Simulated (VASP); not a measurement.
Data:

```
CELL_PARAMETERS angstrom
      2.88660     0.00000     0.00000
      0.00000     2.88660     0.00000
      0.00000     0.00000     4.15140
ATOMIC_POSITIONS crystal
  Ti 0.00000 0.00000 0.00000
  Al 0.50000 0.50000 0.50000
```

Computed with PBE GGA with spin-orbit coupling, VASP's PBE PAW potentials (set 64) (plane waves; VASP 6.6.1). Settings: 400 eV cut-off, 11×11×8 Γ-centred mesh, first-order Methfessel-Paxton smearing of 0.10 eV, potentials Ti_sv Al.

Question: Give the stress tensor in GPa (positive for a compressed cell).

Answer: 
```
-6.78   0.00   0.00
 0.00  -6.78   0.00
 0.00   0.00  -6.38
```
The pressure is its mean diagonal, -6.65 GPa.

The compound is TiAl in the L1_0 structure. The cell was not relaxed at this level. The run is one of a series of settings (GGA_COMPAT = .FALSE., LSORBIT = .TRUE., MAGMOM = 0 0 0 0 0 0, program vasp_ncl against the base run), some of them coarse on purpose.
